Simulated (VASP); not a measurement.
OSZICAR of a VASP run on NiSi2 (fluorite):

OSZICAR:
```
       N       E                     dE             d eps       ncg     rms          rms(c)
DAV:   1     0.636769476414E+02    0.63677E+02   -0.68034E+03  3274   0.116E+03
DAV:   2    -0.125318965766E+02   -0.76209E+02   -0.72185E+02  3410   0.227E+02
DAV:   3    -0.158528923309E+02   -0.33210E+01   -0.32222E+01  4083   0.558E+01
DAV:   4    -0.159061172356E+02   -0.53225E-01   -0.53157E-01  3928   0.671E+00
DAV:   5    -0.159073908443E+02   -0.12736E-02   -0.12735E-02  4157   0.109E+00    0.127E+01
DAV:   6    -0.173188224346E+02   -0.14114E+01   -0.20617E+01  3594   0.116E+02    0.138E+01
DAV:   7    -0.149512617133E+02    0.23676E+01   -0.70875E+00  3925   0.786E+01    0.309E+00
DAV:   8    -0.149613203212E+02   -0.10059E-01   -0.73439E-01  4841   0.119E+01    0.218E+00
DAV:   9    -0.149219704476E+02    0.39350E-01   -0.15817E-01  3884   0.958E+00    0.342E-01
DAV:  10    -0.149226058729E+02   -0.63543E-03   -0.59914E-03  3845   0.704E-01    0.180E-01
DAV:  11    -0.149228458065E+02   -0.23993E-03   -0.47434E-04  3756   0.251E-01    0.242E-02
DAV:  12    -0.149228593646E+02   -0.13558E-04   -0.66306E-05  4463   0.168E-01    0.177E-02
DAV:  13    -0.149228585125E+02    0.85207E-06   -0.17182E-05  3752   0.866E-02    0.382E-03
DAV:  14    -0.149228585096E+02    0.29340E-08   -0.10902E-06  3000   0.106E-02
   1 F= -.14922859E+02 E0= -.14922618E+02  d E =-.720731E-03
```

Q: Which electronic solver shows in the log?

A: It is blocked Davidson (ALGO = Normal, or the opening steps of other solvers). The INCAR had ALGO = Normal.

Q: How was spin treated?

A: Without spin polarisation: there is no mag entry.

Q: Can the final energy be trusted as converged?

A: The calculation finished and met its thresholds. It stopped with EDIFF = 1E-6, NELM = 100 (PBE GGA + U (Dudarev), plane waves, VASP's PBE PAW potentials (set 64)).

The compound is NiSi2 in the fluorite structure. The cell was not relaxed at this level, atoms are displaced from their ideal sites. The run is one of a series of settings (LDAU = .TRUE., LDAUJ = 0 0, LDAUL = -1 2, LDAUTYPE = 2, LDAUU = 0 4.0 against the base run), some of them coarse on purpose. The run is not spin-polarised, so no magnetic state was tried.
